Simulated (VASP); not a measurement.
Level of theory: PBEsol GGA, VASP's PBE PAW potentials (set 64) (plane waves; VASP).

A VASP calculation is set up with these files.

POSCAR:
```
LaPt2
1
    0.0000000000     3.9163080000     3.9163080000
    3.9163080000     0.0000000000     3.9163080000
    3.9163080000     3.9163080000     0.0000000000
La Pt
2 4
Direct
  0.5000000000   0.5000000000   0.5000000000
  0.7500000000   0.7500000000   0.7500000000
  0.1250000000   0.1250000000   0.1250000000
  0.6250000000   0.1250000000   0.1250000000
  0.1250000000   0.1250000000   0.6250000000
  0.1250000000   0.6250000000   0.1250000000
```

KPOINTS_OPT:
```
k-points along high-symmetry lines
10
Line-mode
Reciprocal
  0.000000   0.000000   0.000000 ! GAMMA
  0.500000   0.000000   0.500000 ! X

  0.500000   0.000000   0.500000 ! X
  0.625000   0.250000   0.625000 ! U

  0.375000   0.375000   0.750000 ! K
  0.000000   0.000000   0.000000 ! GAMMA

  0.000000   0.000000   0.000000 ! GAMMA
  0.500000   0.500000   0.500000 ! L

  0.500000   0.500000   0.500000 ! L
  0.500000   0.250000   0.750000 ! W

  0.500000   0.250000   0.750000 ! W
  0.500000   0.000000   0.500000 ! X
```

### INCAR
```
# general
SYSTEM   =  LaPt2
PREC     =  Accurate
ENCUT    =  300   # plane-wave cut-off (eV)
LREAL    =  F   # projection in real space or not
LASPH    =  T   # aspherical one-centre terms

# electronic loop
EDIFF    =  1E-6
NELM     =  100   # most electronic steps
ALGO     =  Normal   # blocked Davidson
LMAXMIX  =  6   # l cut-off of mixed one-centre charges

# smearing
ISMEAR   =  0
SIGMA    =  0.2   # width (eV)

# functional
GGA      =  PS   # PBEsol

# ions
ISIF     =  2   # forces and stress, cell fixed

# output
LWAVE    =  F
LCHARG   =  F
```

**KPOINTS**
```
Regular mesh
0
Gamma
7 7 7
```

POTCAR, in this order: La Pt (PBE.64 set). Program: vasp_std.

What will the output report for the number of irreducible k-points (NKPTS), largest plane-wave count, number of space-group operations, FFT grid (NGX, NGY, NGZ)?

```yaml
number of irreducible k-points (NKPTS): 20
largest_plane_wave_count: 1430
number_of_space_group_operations: 48
FFT grid (NGX, NGY, NGZ): 32 × 32 × 32
```

The structure comes from a computed database's LaPt2 entry; how it stands against other phases isn't given here. The cell was not relaxed at this level.
